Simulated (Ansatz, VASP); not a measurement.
## AlBPN in two plane-wave programs

One calculation is typed for both programs; each brings its own data sets. How far apart do they land? The cell is generated by rule, not measured, and may not be a known phase. The cell is taken from a series of runs on this material, whose earlier steps may have relaxed, scaled, displaced or heated it; both programs get it as it stands.

Method: plane waves, with VASP 6.6.1 beside it; zone-centre phonons at LDA, in Ansatz 0.2.0.

The structure was built from a prototype and need not be the compound's stable phase.

**1. Starting point**

It takes space group Pm (No. 6, monoclinic). The conventional cell has a = 3.322 Å, b = 3.173 Å, c = 9.422 Å, α = 90.00°, β = 100.00°, γ = 90.00°. Nearest to Al lie 2 N at 1.88 Å and 2 P at 2.30 Å. Nearest to Al lie 4 N at 1.85 to 1.96 Å. Nearest to B lie 1 N at 1.37 Å and 2 P at 1.94 Å. Nearest to B lie 4 P at 1.93 to 2.00 Å. Nearest to N lie 4 Al at 1.88 to 1.96 Å. N has 1 B at 1.37 Å and 2 Al at 1.85 Å nearest. Farther neighbours and most contacts between anions are not listed.

As a file:

```
Al B N P
1.0
     3.32215    0.00000   -0.01328
     0.00000    3.17276    0.00000
    -1.59854    0.00000    9.28549
Al B N P
2 2 2 2
Cartesian
  2.4207 0.0000 4.3463
  0.7516 1.5864 2.2983
  -0.8754 0.0000 9.2705
  0.7699 1.5864 7.0354
  2.4163 1.5864 3.3286
  0.7452 0.0000 1.3536
  -0.8873 1.5864 8.1618
  0.7660 0.0000 5.9370
```

**2. VASP: zone-centre phonons, LDA**

Second derivatives magnify differences that forces hide, and they need a tight electronic threshold.

Lines of VASP's logs that name or quote its potential files are left out, and so is its time.

The input, INCAR:

```
SYSTEM = AlBPN
PREC = Accurate
ENCUT = 600
EDIFF = 1E-08
NELM = 120
ISMEAR = 1
SIGMA = 0.15
LREAL = .FALSE.
ALGO = Normal
GGA = PW92
NBANDS = 24
LORBIT = 11
LWAVE = .FALSE.
LCHARG = .FALSE.
ISIF = 2
IBRION = 8
LASPH = .TRUE.
GGA_COMPAT = .FALSE.
EFERMI = MIDGAP
KPAR = 2
```

The input, POSCAR:

```
AlBPN
1.0
    3.3221477091      0.0000000000     -0.0132806099
    0.0000000000      3.1727604897      0.0000000000
   -1.5985419483      0.0000000000      9.2854861499
Al B N P
2 2 2 2
Direct
    0.9545449938      0.0000000000      0.4694377055
    0.3455722857      0.5000000000      0.2480138866
    0.2170436632      0.0000000000      0.9986999357
    0.5967376408      0.5000000000      0.7585275599
    0.9004437421      0.5000000000      0.3597559170
    0.2946645258      0.0000000000      0.1462011728
    0.1559699411      0.5000000000      0.8792076604
    0.5386172740      0.0000000000      0.6401561623
```

The input, KPOINTS:

```
Automatic mesh
0
Gamma
10 10 4
0 0 0
```

The projector-augmented-wave data sets are Al, B, N and P (LDA family, release 64).

Run with:

```
> mpirun -np 2 vasp_std
```

Numbers of over 12 decimals in the logs are rounded to 6 here.

Output:

```text
[banner, memory and clock lines left out]
running    2 mpi-ranks, on    1 nodes
 distrk:  each k-point on    1 cores,    2 groups
 distr:  one band on    1 cores,    1 groups

 POSCAR found type information on POSCAR AlB N P
 POSCAR found :  4 types and       8 ions
|                                                                             |
|               ----> ADVICE to this user running VASP <----                  |
|                                                                             |
|     You enforced a specific xc type in the INCAR file but a different       |
|     [... a line on the potential file left out ...]
|     I HOPE YOU KNOW WHAT YOU ARE DOING!                                     |
|                                                                             |

 LDA part: xc-table for (Slater(with rela. corr.)+PW92), standard interpolation
 POSCAR, INCAR and KPOINTS ok, starting setup
 FFT: planning ... GRIDC
 FFT: planning ... GRID_SOFT
 FFT: planning ... GRID
 WAVECAR not read
 entering main loop
       N       E                     dE             d eps       ncg     rms          rms(c)
DAV:   1     0.110932414461E+03    0.11093E+03   -0.15370E+04  6336   0.132E+03
DAV:   2    -0.562205473357E+02   -0.16715E+03   -0.15630E+03  8472   0.225E+02
DAV:   3    -0.661221268315E+02   -0.99016E+01   -0.97935E+01  8392   0.565E+01
DAV:   4    -0.662492660855E+02   -0.12714E+00   -0.12703E+00  7952   0.727E+00
DAV:   5    -0.662515691285E+02   -0.23030E-02   -0.23022E-02  8448   0.931E-01    0.159E+01
DAV:   6    -0.598073073269E+02    0.64443E+01   -0.22731E+01  8112   0.280E+01    0.801E+00
DAV:   7    -0.595517455398E+02    0.25556E+00   -0.17477E+00  8120   0.756E+00    0.404E+00
DAV:   8    -0.594136764917E+02    0.13807E+00   -0.40887E-01  8208   0.383E+00    0.133E+00
DAV:   9    -0.593943650212E+02    0.19311E-01   -0.40701E-02  8576   0.148E+00    0.494E-01
DAV:  10    -0.593949342946E+02   -0.56927E-03   -0.11290E-02  8048   0.606E-01    0.176E-01
DAV:  11    -0.593949522937E+02   -0.17999E-04   -0.11395E-03  8336   0.195E-01    0.559E-02
DAV:  12    -0.593949118826E+02    0.40411E-04   -0.24891E-04  8232   0.922E-02    0.272E-02
DAV:  13    -0.593949163804E+02   -0.44978E-05   -0.22062E-05  8000   0.285E-02    0.115E-02
DAV:  14    -0.593949158822E+02    0.49828E-06   -0.44269E-06  8304   0.128E-02    0.370E-03
DAV:  15    -0.593949158969E+02   -0.14700E-07   -0.38907E-07  8152   0.378E-03    0.137E-03
DAV:  16    -0.593949158942E+02    0.26466E-08   -0.83308E-08  8272   0.172E-03
   1 F= -.59394916E+02 E0= -.59395256E+02  d E =0.101895E-02
 Linear response reoptimize wavefunctions to high precision
DAV:   1    -0.593949158946E+02   -0.42655E-09   -0.80408E-09  8240   0.773E-04
DAV:   2    -0.593949158948E+02   -0.14643E-09   -0.16691E-09  4944   0.224E-04
DAV:   3    -0.593949158948E+02   -0.31832E-10   -0.16110E-10  4704   0.765E-05
 Linear response DOF=          24
 Linear response progress:
  Degree of freedom:   1/ 24
       N       E                     dE             d eps       ncg     rms          rms(c)
RMM:   1    -0.698958061305E-02   -0.69896E-02    0.24149E-03 13813   0.524E-01
RMM:   2    -0.611484954433E-02    0.87473E-03   -0.51033E-04 10192   0.111E-01    0.726E-02
RMM:   3    -0.604427589516E-02    0.70574E-04   -0.62494E-05 10707   0.302E-02    0.416E-02
RMM:   4    -0.604668475005E-02   -0.24089E-05   -0.51745E-05 10501   0.269E-02    0.750E-03
RMM:   5    -0.603368930071E-02    0.12995E-04   -0.29680E-06 10809   0.722E-03    0.121E-03
RMM:   6    -0.603330300761E-02    0.38629E-06   -0.45734E-08 11197   0.111E-03    0.506E-04
RMM:   7    -0.603183894003E-02    0.14641E-05   -0.19720E-08 11189   0.519E-04    0.104E-04
RMM:   8    -0.603167882935E-02    0.16011E-06   -0.57339E-10 11345   0.135E-04    0.354E-05
RMM:   9    -0.603170753920E-02   -0.28710E-07    0.23666E-09 11483   0.344E-05    0.981E-06
RMM:  10    -0.603170766932E-02   -0.13011E-09    0.83468E-11 11541   0.850E-06    0.277E-06
 first order change of Fermi-energy  -0.13348E-01
 force on displaced ion       1 direction 1 : -13.040   0.000  -0.032
 Linear response progress:
  Degree of freedom:   2/ 24
       N       E                     dE             d eps       ncg     rms          rms(c)
RMM:   1    -0.711165624186E-02   -0.71117E-02    0.14769E-02 22103   0.640E-01
RMM:   2    -0.684722376061E-02    0.26443E-03   -0.55343E-04 15686   0.128E-01    0.997E-02
RMM:   3    -0.671527714351E-02    0.13195E-03   -0.18049E-04 16461   0.564E-02    0.526E-02
RMM:   4    -0.675055890314E-02   -0.35282E-04   -0.13842E-04 16112   0.495E-02    0.925E-03
RMM:   5    -0.674054072010E-02    0.10018E-04   -0.35644E-06 16946   0.932E-03    0.164E-03
RMM:   6    -0.674213727783E-02   -0.15966E-05   -0.69741E-08 17409   0.136E-03    0.574E-04
[...]
RMM:  12    -0.240988736068E+00   -0.17052E-07   -0.11768E-08 15814   0.138E-05    0.443E-07
RMM:  13    -0.240988733106E+00    0.29611E-08   -0.21193E-09 12208   0.128E-05    0.522E-08
 first order change of Fermi-energy   0.10163E-03
 force on displaced ion       6 direction 2 :  -0.000 -21.875   0.002
 Linear response progress:
  Degree of freedom:  18/ 24
       N       E                     dE             d eps       ncg     rms          rms(c)
RMM:   1    -0.266495491411E+00   -0.26650E+00    0.38145E-01 12826   0.287E+00
[...]
RMM:   4    -0.457703447782E-01   -0.28613E-03   -0.10262E-04 16323   0.404E-02    0.115E-02
RMM:   5    -0.457516568029E-01    0.18688E-04   -0.38978E-06 17185   0.844E-03    0.559E-03
RMM:   6    -0.457428812392E-01    0.87756E-05    0.84164E-08 17491   0.174E-03    0.363E-03
RMM:   7    -0.457482826876E-01   -0.54014E-05    0.96243E-08 17178   0.833E-04    0.397E-04
RMM:   8    -0.457470953095E-01    0.11874E-05    0.32919E-08 17695   0.193E-04    0.103E-04
RMM:   9    -0.457466713983E-01    0.42391E-06   -0.36279E-08 17813   0.848E-05    0.286E-05
RMM:  10    -0.457466454853E-01    0.25913E-07   -0.10909E-08 17846   0.247E-05    0.129E-05
RMM:  11    -0.457466241029E-01    0.21382E-07   -0.77226E-09 17946   0.121E-05    0.223E-06
RMM:  12    -0.457466233602E-01    0.74264E-09   -0.54513E-09 14987   0.812E-06    0.114E-06
 first order change of Fermi-energy  -0.38693E-03
 force on displaced ion       7 direction 2 :  -0.000 -21.703   0.005
 Linear response progress:
  Degree of freedom:  21/ 24
       N       E                     dE             d eps       ncg     rms          rms(c)
RMM:   1    -0.760034219766E-01   -0.76003E-01    0.72417E-03 15429   0.127E+00
RMM:   2    -0.692558036594E-01    0.67476E-02   -0.32792E-03 10147   0.296E-01    0.168E-01
RMM:   3    -0.689098391254E-01    0.34596E-03   -0.68997E-04 10559   0.110E-01    0.784E-02
RMM:   4    -0.689012253325E-01    0.86138E-05   -0.93815E-05 10932   0.409E-02    0.284E-02
RMM:   5    -0.689248609593E-01   -0.23636E-04   -0.97080E-06 10980   0.137E-02    0.882E-03
RMM:   6    -0.689446381213E-01   -0.19777E-04   -0.95569E-07 11238   0.476E-03    0.277E-03
RMM:   7    -0.689536684646E-01   -0.90303E-05   -0.14916E-07 11182   0.163E-03    0.775E-04
RMM:   8    -0.689539229941E-01   -0.25453E-06   -0.17003E-08 11431   0.499E-04    0.201E-04
RMM:   9    -0.689539366294E-01   -0.13635E-07   -0.14469E-08 11349   0.192E-04    0.588E-05
RMM:  10    -0.689538514066E-01    0.85223E-07   -0.33844E-08 11698   0.552E-05    0.201E-05
RMM:  11    -0.689538637566E-01   -0.12350E-07   -0.28549E-08 11702   0.201E-05    0.773E-06
RMM:  12    -0.689538831036E-01   -0.19347E-07    0.57056E-09 11498   0.118E-05    0.205E-06
RMM:  13    -0.689538891733E-01   -0.60697E-08   -0.37017E-09 10938   0.808E-06    0.673E-07
 first order change of Fermi-energy  -0.53231E-01
 force on displaced ion       7 direction 3 :  -0.160   0.000 -23.479
 Linear response progress:
  Degree of freedom:  22/ 24
       N       E                     dE             d eps       ncg     rms          rms(c)
RMM:   1    -0.503885595348E-01   -0.50389E-01   -0.49402E-03 14045   0.103E+00
RMM:   2    -0.482368326938E-01    0.21517E-02   -0.18541E-03 10150   0.183E-01    0.109E-01
RMM:   3    -0.485069764133E-01   -0.27014E-03   -0.17211E-04 10410   0.467E-02    0.617E-02
RMM:   4    -0.489660378682E-01   -0.45906E-03   -0.11852E-04 10514   0.363E-02    0.142E-02
RMM:   5    -0.489527209079E-01    0.13317E-04   -0.56289E-06 10866   0.935E-03    0.480E-03
RMM:   6    -0.489539886575E-01   -0.12677E-05   -0.70298E-08 11274   0.125E-03    0.401E-03
RMM:   7    -0.489650247764E-01   -0.11036E-04   -0.12254E-07 10917   0.114E-03    0.431E-04
RMM:   8    -0.489633239031E-01    0.17009E-05    0.34893E-08 11365   0.250E-04    0.169E-04
RMM:   9    -0.489625560788E-01    0.76782E-06   -0.10660E-08 11474   0.117E-04    0.301E-05
RMM:  10    -0.489625363960E-01    0.19683E-07   -0.26428E-08 11604   0.277E-05    0.159E-05
RMM:  11    -0.489624044929E-01    0.13190E-06   -0.21505E-08 11154   0.209E-05    0.269E-06
RMM:  12    -0.489624102043E-01   -0.57114E-08   -0.55934E-08 10984   0.108E-05    0.174E-06
 first order change of Fermi-energy   0.80044E-02
 force on displaced ion       8 direction 1 : -10.578   0.000  -0.036
 Linear response progress:
  Degree of freedom:  23/ 24
       N       E                     dE             d eps       ncg     rms          rms(c)
RMM:   1    -0.501497894864E-01   -0.50150E-01    0.27226E-03 22382   0.115E+00
RMM:   2    -0.463044966636E-01    0.38453E-02   -0.16617E-03 15423   0.200E-01    0.171E-01
RMM:   3    -0.464488630192E-01   -0.14437E-03   -0.31958E-04 16269   0.659E-02    0.906E-02
RMM:   4    -0.469015666348E-01   -0.45270E-03   -0.23160E-04 16243   0.529E-02    0.154E-02
RMM:   5    -0.468395033063E-01    0.62063E-04   -0.10779E-05 17025   0.132E-02    0.569E-03
RMM:   6    -0.468396963827E-01   -0.19308E-06    0.94894E-08 17382   0.173E-03    0.508E-03
RMM:   7    -0.468513657658E-01   -0.11669E-04   -0.29794E-07 17081   0.170E-03    0.652E-04
RMM:   8    -0.468501784191E-01    0.11873E-05    0.27915E-09 17517   0.373E-04    0.340E-04
RMM:   9    -0.468497049434E-01    0.47348E-06    0.17279E-08 17828   0.197E-04    0.124E-04
RMM:  10    -0.468495355027E-01    0.16944E-06    0.13757E-08 17990   0.580E-05    0.698E-05
RMM:  11    -0.468494043299E-01    0.13117E-06   -0.95601E-08 17727   0.385E-05    0.125E-05
RMM:  12    -0.468493655748E-01    0.38755E-07   -0.11467E-07 18201   0.175E-05    0.455E-06
RMM:  13    -0.468493633539E-01    0.22209E-08   -0.27244E-08 17254   0.978E-06    0.155E-06
 first order change of Fermi-energy  -0.11778E-02
 force on displaced ion       8 direction 2 :   0.000 -18.910   0.003
 Linear response progress:
  Degree of freedom:  24/ 24
       N       E                     dE             d eps       ncg     rms          rms(c)
RMM:   1    -0.770377868743E-01   -0.77038E-01    0.30012E-03 15072   0.119E+00
RMM:   2    -0.713637807247E-01    0.56740E-02   -0.23724E-03 10104   0.248E-01    0.170E-01
RMM:   3    -0.710958916500E-01    0.26789E-03   -0.10628E-03 10333   0.109E-01    0.739E-02
RMM:   4    -0.712114533765E-01   -0.11556E-03   -0.12589E-04 10886   0.377E-02    0.285E-02
RMM:   5    -0.712366546079E-01   -0.25201E-04   -0.10431E-05 10926   0.143E-02    0.773E-03
RMM:   6    -0.712556465632E-01   -0.18992E-04   -0.80769E-07 11116   0.422E-03    0.314E-03
RMM:   7    -0.712587638701E-01   -0.31173E-05   -0.10025E-07 11298   0.132E-03    0.962E-04
RMM:   8    -0.712582844528E-01    0.47942E-06   -0.23328E-08 11316   0.551E-04    0.184E-04
RMM:   9    -0.712591215296E-01   -0.83708E-06   -0.12684E-08 11452   0.177E-04    0.701E-05
RMM:  10    -0.712590593587E-01    0.62171E-07   -0.22896E-09 11654   0.640E-05    0.203E-05
RMM:  11    -0.712590596026E-01   -0.24387E-09    0.21486E-08 11838   0.225E-05    0.649E-06
 first order change of Fermi-energy   0.19015E+01
 force on displaced ion       8 direction 3 :  -0.035   0.000 -22.653
 Linear response finished
```

(Continued in part 2 of 3.)

[Lines on the potential files, build, host, timing and source positions are cut from VASP's logs without a mark.]

[Logs are printed without paths, hosts, clocks, repeated set-up lines and the standing remarks that a program may print on its own settings, such as how far it seeks lower states.]

[Hosts, paths, dates, database ids (printed as entryN), source tags and the programs' standing remarks are cut or masked in the printed files.]
